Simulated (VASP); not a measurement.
These are PBEsol GGA, VASP's PBE PAW potentials (set 64) (plane waves; VASP) values and carry that method's errors.

Input for VASP

File POSCAR:
```
Tm
1
    1.7332952750    -3.0021555483     0.0000000000
    1.7332952750     3.0021555483     0.0000000000
    0.0000000000     0.0000000000     5.3446137927
Tm
2
Direct
  0.3333330000   0.6666670000   0.2500000000
  0.6666670000   0.3333330000   0.7500000000
```

### INCAR
```
ALGO  =  Normal
EDIFF  =  1E-7
EDIFFG  =  -0.01
ENCUT  =  520
GGA  =  PS
IBRION  =  2
ISIF  =  4
ISMEAR  =  1
LASPH  =  .TRUE.
LCHARG  =  .FALSE.
LMAXMIX  =  6
LREAL  =  .FALSE.
LWAVE  =  .FALSE.
NELM  =  100
NSW  =  30
PREC  =  Accurate
SIGMA  =  0.1
SYSTEM  =  Tm
```

File KPOINTS:
```
Automatic mesh
0
G
12 12 7
0 0 0
```

POTCAR, in this order: Tm_3 (PBE.64 set). Program: vasp_std.

Problem. What will the output report for the number of irreducible k-points (NKPTS), largest plane-wave count, number of space-group operations, FFT grid (NGX, NGY, NGZ)?

Solution. 
- number of irreducible k-points (NKPTS): 76
- largest plane-wave count: 1526
- number of space-group operations: 24
- FFT grid (NGX, NGY, NGZ): 28 × 28 × 40

The compound is Tm in the hcp structure. This cell is one point of a volume scan, at 0.97 of the reference volume. Symmetry was kept, so distortions that lower it aren't found. The 4f electrons are frozen in the core of the lanthanide potential, so 4f levels, which can set the real gap, and their magnetism are missing.
